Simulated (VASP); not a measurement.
Input:

```xyz
8
Lattice="4.2278 0.0000 0.0000 0.0000 4.2278 0.0000 0.0000 0.0000 4.2278" Properties=species:S:1:pos:R:3 pbc="T T T"
Mg     0.0000     2.1139     2.1139
Mg     2.1139     0.0000     2.1139
Mg     2.1139     2.1139     0.0000
Zn     0.0000     0.0000     0.0000
O      2.1139     0.0000     0.0000
O      0.0000     2.1139     0.0000
O      0.0000     0.0000     2.1139
O      2.1139     2.1139     2.1139
```

The numbers are results of PBEsol GGA, VASP's PBE PAW potentials (set 64) (plane waves; VASP), not measurements. Settings: 520 eV cut-off, Gaussian smearing of 0.050 eV, potentials Mg Zn O.

Problem. Give the energies of bands 11 to 24 at the high-symmetry points, in eV from the valence-band maximum.

Solution. 
| band | Γ | X | M | R |
|---|---|---|---|---|
| 11 | -4.41 | -4.41 | -4.60 | -4.10 |
| 12 | -4.41 | -3.81 | -3.67 | -4.10 |
| 13 | -2.65 | -3.52 | -3.60 | -4.10 |
| 14 | -2.65 | -3.52 | -3.31 | -1.79 |
| 15 | -2.65 | -3.33 | -3.05 | -1.79 |
| 16 | -2.48 | -2.90 | -2.56 | -1.79 |
| 17 | -2.48 | -2.32 | -2.56 | -1.54 |
| 18 | -2.48 | -2.02 | -1.79 | -1.54 |
| 19 | -1.16 | -2.02 | -1.76 | -1.54 |
| 20 | -1.16 | -1.67 | -1.76 | 0.00 |
| 21 | -1.16 | -1.67 | 0.00 | 0.00 |
| 22 | 2.20 | 5.52 | 7.29 | 6.09 |
| 23 | 5.95 | 6.72 | 7.69 | 6.09 |
| 24 | 8.57 | 9.24 | 7.69 | 6.09 |

The gap is indirect, 2.20 eV, from the valence maximum at M to the conduction minimum at Γ.

The structure comes from a computed database's Mg3ZnO4 entry (Pm-3m); how it stands against other phases isn't given here. It was relaxed first.
